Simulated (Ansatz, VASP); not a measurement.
# Cross-check of Si2W between VASP and Ansatz, part 2 of 2

Aim: how closely do two programs agree when they are given the same cell, functional and k mesh? The cell is taken from a series of runs on this material, whose earlier steps may have relaxed, scaled, displaced or heated it; both programs get it as it stands.

VASP 6.6.1 and Ansatz 0.2.0.

So far: Starting point; VASP: zone-centre phonons, PBEsol.

### 3. Ansatz: zone-centre phonons, PBEsol

Level of this step: Ansatz beside VASP: Kohn-Sham DFT, plane waves, PBEsol (Ansatz).

Ansatz runs on its PAW soft_1 files.

The same cell, functional, mesh and smearing now go to Ansatz, which takes its cutoff from its data sets.

Input file input.yaml:

```yaml
crystal:
  lattice:
    - [-1.5374129405, 1.5374129405, 3.9789653403]
    - [1.5374129405, -1.5374129405, 3.9789653403]
    - [1.5374129405, 1.5374129405, -3.9789653403]
  atoms:
    - { symbol: Si, position: [0.3332930141, 0.3332930141, 0.0] }
    - { symbol: Si, position: [0.6667069859, 0.6667069859, 0.0] }
    - { symbol: W, position: [0.0, 0.0, 0.0] }
kpoints:
  mp_grid: { grid: [20, 20, 20] }
hamiltonian:
  xc: pbesol
  pseudopotentials: { kind: paw, azcp: { folder: soft_1 }, xc_functional: pbe }
scf:
  occupations: { method: methfessel_paxton, width: 0.2 }
output:
  eigenvalues: true
phonons:
  method: dfpt
```

Run with:

```sh
$ ansatz run input.yaml --threads 4 --pin off --max-ram 10240MiB --backend cpu --events-out ev --progress --plain --runs-dir out
```

Numbers of over 12 decimals in the logs are rounded to 6 here.

Log:

```text
zone centre: on kpoints.mp_grid the ground state, and the responses unless they are solved on pairs of k-points, stand on 1166 of the mesh's 8000 k-points, reduced under 4 symmetry operations, with k and −k counted as one. Each operation leaves every solved displacement unchanged or reverses it
Engine: ansatz 0.2.0, aarch64-unknown-linux-gnu
Pseudopotentials: kind: paw
Pseudopotential: Si, paw, valence charge 4, recommended cutoff 420 eV (normal), soft_1/Si.paw.azcp
Pseudopotential: W, paw, valence charge 14, recommended cutoff 420 eV (normal), soft_1/W.paw.azcp
Functional definition: PBEsol
  exchange = pbesol_x
  correlation = pbesol_c
Crystal: 3 atoms, lattice volume = 37.619 Å³
Basis set: ecut = 420 eV, 761 PW (Γ), exchange–correlation on 64×64×64 points (8 copies of the dense FFT grid, shifted against one another)
Bands: 15, of which v1, the nominal top of the filled ones, is band 11 counted from 1 (10 counted from 0)
Symmetry: 16 space group operations
k-points: 1166 of 8000 (irreducible under 4 space group operations, time reversal used)
Non-local potential: Si, projectors of the file, l = 0: 2, l = 1: 2, l = 2: 1
Non-local potential: W, projectors of the file, l = 0: 3, l = 1: 2, l = 2: 2, l = 3: 1
PAW form: soft (Blöchl's): semilocal exchange-correlation on the pseudo side does not see the compensation charge
PAW frozen core: Si, regenerated for the run's functional, and the local potential with it (the file was generated under x = pbe(κ = 0.804, μ = 0.219515), c = pbe(β = 0.066725))
PAW frozen core: W, regenerated for the run's functional, and the local potential with it (the file was generated under x = pbe(κ = 0.804, μ = 0.219515), c = pbe(β = 0.066725))
PAW one-centre angular grid: Si, 110 points (default); XC on 64 Gauss nodes
PAW one-centre angular grid: W, 590 points (default); XC on 64 Gauss nodes
Initial density: superposition of atomic densities (chi_scale 0.1, normalization cell, long waves kept (reshape's long-wave potential 0.00 eV rms))
Initial wavefunctions: pseudopotential atomic-orbital guess
Functional: x = pbesol(κ = 0.804, μ = 0.123457), c = pbesol(β = 0.046)
SCF iter   1: F=—  HF=-11501.980037 eV  |F-HF|=—  |Δ(HF+E_count)|=         —  Δρ=4.90e-2  dr2=8.16e-1  ethr=3.10e-3  ⟨swp⟩=5.5  Hψ=103838  notcnv=0
preconditioner: auto → Kerker (q_TF=auto, 2.495 Å⁻¹)  [metal: Δε(μ)=0.015 eV  Ē_g=8.726 eV  σ=0.200 eV  W_gap=0.06  n_scr=10 (ndim 8)  ℏωp=22.7 eV  f_vac=0.000  D(μ)=0.37/eV (n_scr^D=0)]
SCF iter   2: F=—  HF=-11501.760195 eV  |F-HF|=—  |Δ(HF+E_count)|=   2.20e-1  S|Δr|=    0.00e0  Δρ=2.67e-2  dr2=2.02e-1  ethr=3.10e-3  ⟨swp⟩=2.0  Hψ=31079  notcnv=0
SCF iter   3: F=—  HF=-11501.684338 eV  |F-HF|=—  |Δ(HF+E_count)|=   7.59e-2  S|Δr|=    0.00e0  Δρ=6.02e-3  dr2=1.15e-2  ethr=9.20e-4  ⟨swp⟩=2.9  Hψ=32307  notcnv=0  defer=3
SCF iter   4: F=—  HF=-11501.679983 eV  |F-HF|=—  |Δ(HF+E_count)|=   4.36e-3  S|Δr|=    0.00e0  Δρ=4.84e-4  dr2=4.69e-5  ethr=5.22e-5  ⟨swp⟩=2.4  Hψ=25265  notcnv=0  defer=3
SCF iter   5: F=—  HF=-11501.679968 eV  |F-HF|=—  |Δ(HF+E_count)|=   1.47e-5  S|Δr|=    0.00e0  Δρ=6.34e-5  dr2=1.18e-6  ethr=2.13e-7  ⟨swp⟩=2.1  Hψ=26867  notcnv=0  defer=3
SCF iter   6: F=—  HF=-11501.679970 eV  |F-HF|=—  |Δ(HF+E_count)|=   2.00e-6  S|Δr|=    0.00e0  Δρ=1.10e-5  dr2=4.42e-8  ethr=5.37e-9  ⟨swp⟩=2.9  Hψ=30652  notcnv=0  defer=7
SCF iter   7: F=—  HF=-11501.679970 eV  |F-HF|=—  |Δ(HF+E_count)|=   6.57e-9  S|Δr|=    0.00e0  Δρ=1.25e-6  dr2=4.91e-10  ethr=2.01e-10  ⟨swp⟩=2.3  Hψ=23670  notcnv=0  defer=7
SCF iter   8: F=—  HF=-11501.679970 eV  |F-HF|=—  |Δ(HF+E_count)|=  7.09e-11  S|Δr|=    0.00e0  Δρ=1.81e-7  dr2=1.35e-11  ethr=2.23e-12  ⟨swp⟩=2.3  Hψ=24357  notcnv=0  defer=7
SCF iter   9: F=-11501.679970 eV  HF=-11501.679970 eV  |F-HF|=9.09e-12  |Δ(HF+E_count)|=  3.64e-12  S|Δr|=    0.00e0  Δρ=1.76e-8  dr2=9.86e-14  ethr=1.00e-12  ⟨swp⟩=5.3  Hψ=70847  notcnv=0
the search or the solves at the SCF's close seem to have found levels that the self-consistency loop had missed (the run counts 2). By its estimate they hold under 1e-12 electrons; where the run keeps them, the occupations were computed again with them
SCF 1 converged in 9 iterations: F = -11501.679970 eV  dr2 = 9.86e-14
  greatest PAW one-centre occupation: 0.999 electrons in one spin orbital (limit 2), on the W atom at site 2 (counted from 0), in its partial waves of l = 0
DFPT response loops at Γ: preconditioner auto → Kerker (q_TF=auto, 2.495 Å⁻¹) (partly filled bands, converged f_vac=0.000); β = 1.00, the filter's whole step (`scf.mixing.beta` (0.50) is not read by the response loops under this deck's `scf.mixing.preconditioner`; to damp them name `kerker` or `kerker_dos`, under which they read `scf.mixing.beta`, and type it under 1.00, their step now; both keys bind the ground state too); Broyden in place of MSR1
SCF converged after 9 iterations
Stability not checked: this state was not tested for a lower state beside it, because cold or Methfessel-Paxton smearing, or corrected tetrahedra, fill the levels in a way that the test cannot read (fill_not_monotonic; see scf.lower_state_search)
Free energy (F): -11501.679970 eV
Harris-Foulkes:  -11501.679970 eV  (|F-HF|=9.09e-12)
Internal energy: -11501.680777 eV  (E = F + TS)
E sigma→0 (E₀):  -11501.680172 eV
Entropy (-TS):   0.000807 eV (0.269 meV/atom)
Fermi energy:    18.115834 eV
Step filling:    the computed levels leave a gap of 0.0036 eV = 0.0 smearing widths at the electron count; against every level under it full and every level over it empty, smearing changes F+E_penalty+E_count by -0.049 meV and its σ→0 estimate by -0.251 meV
--- Per-component energies (eV) ---
  E_band       = -55.143098
  E_kinetic    = 520.371234
  E_local      = -847.961020  (includes V_loc(G=0)·N_el)
  E_nonlocal   = 22.125356
  E_hartree    = 377.606260
  E_xc         = -385.440600
  E_vxc        = -336.836344  (∫ρ·V_xc dr)
  E_paw        = -9447.229187  (= ΣΔE_a)
  E_vpaw       = -168.055059  (= ΣTr[D̂ρ^β])
  E_aug_tail   = 0.000215  (compensation charges beyond the density's cutoff)
  E_ewald      = -1741.438015
  E_core_change = 0.284979  (= ΣΔE_core)
  E_smearing   = 0.000807  (= −TS)
  E_closure    = 0.000000  (closes the sum)
  Σ components = -11501.679970   (vs F -11501.679970, Δ=0.00e0)
--- Band table (eV; the first three rows and the last of 1166) ---
  k-point 0: bands = [... 7 lower, 14.2096, 15.2355, 15.2355, 19.1035, 20.6489, 21.5682, 21.8479, 21.8479]
  k-point 1: bands = [... 7 lower, 14.2439, 14.9620, 15.4193, 18.6436, 20.9633, 21.3758, 21.9008, 21.9782]
  k-point 2: bands = [... 7 lower, 14.3111, 14.3472, 15.7455, 17.6027, 21.0995, 21.6184, 22.0415, 22.2344]
  k-point 1165: bands = [... 7 lower, 15.1596, 17.4095, 17.4095, 17.5770, 17.5770, 19.2528, 21.6889, 23.4860]
--- Phonons (Γ-DFPT): 4 representative perturbations + reference, on 1166 of 8000 k-points (Σ response iterations 12) ---
  k mesh reduced under 4 symmetry operations, with k and −k counted as one. Each operation leaves every solved displacement unchanged or reverses it
  ASR residual: 9.092e-6 → 0.000e0 eV/Å²; symmetrization residual: 7.289e-7 eV/Å²
  ASR residual per site (eV/Å²): 5.56e-6 5.56e-6 9.09e-6
  Γ frequencies (cm⁻¹): 0.00 0.00 0.00 304.75 304.75 314.78 391.48 391.48 440.07
  non-analytic LO–TO correction: not included (Born effective charges unavailable; polar crystals: no LO–TO splitting at Γ)
```

Reading the cycles: dr2 is the Hartree energy of the density residual (eV), the measure of convergence; HF is the Harris–Foulkes estimate of the energy, which meets the free energy F at convergence.

### 4. Side by side

Known differences besides the potentials themselves: the data sets hold 22 valence electrons in Ansatz (on its PAW soft_1 files) and 14 in VASP; the cutoff is 420 eV in Ansatz and 600 eV in VASP; Ansatz makes its cores anew for this functional, VASP keeps those of its PBE data sets. Total energies have different zeros and are not compared.

The two programs side by side:

```csv
quantity,Ansatz,VASP,difference
optical mode 1 to 2 (cm⁻¹),304.8,307.8,-0.98 %
optical mode 3 (cm⁻¹),314.8,317.7,-0.91 %
optical mode 4 to 5 (cm⁻¹),391.5,394.1,-0.66 %
optical mode 6 (cm⁻¹),440.1,443.3,-0.73 %
```

Modes are paired by rising frequency, not by their patterns, so a pair may set unlike modes beside each other; they are those without the splitting of longitudinal modes.

### 5. Summary of results

```json
{"r.m.s. difference of the optical zone-centre modes, each program's sorted by frequency (zone-centre phonons, PBEsol)": "2.9 cm⁻¹", "difference in optical mode 1 to 2 (zone-centre phonons, PBEsol)": "-1.0 %"}
```

The r.m.s. difference of the optical zone-centre modes, each program's sorted by frequency is 2.9 cm⁻¹ (zone-centre phonons, PBEsol). The data sets hold unlike numbers of valence electrons (22 in Ansatz and 14 in VASP), so part of the differences comes from the potentials. Among the rows given in per cent, the largest difference of the zone-centre phonons, PBEsol pair is in optical mode 1 to 2, -1.0 %. How closely two codes agree says nothing of how well the functional describes the real material.

[Lines on the potential files, build, host, timing and source positions are cut from VASP's logs without a mark.]

[Logs are printed without paths, hosts, clocks, repeated set-up lines and the standing remarks that a program may print on its own settings, such as how far it seeks lower states.]

[Hosts, paths, dates, database ids (printed as entryN), source tags and the programs' standing remarks are cut or masked in the printed files.]
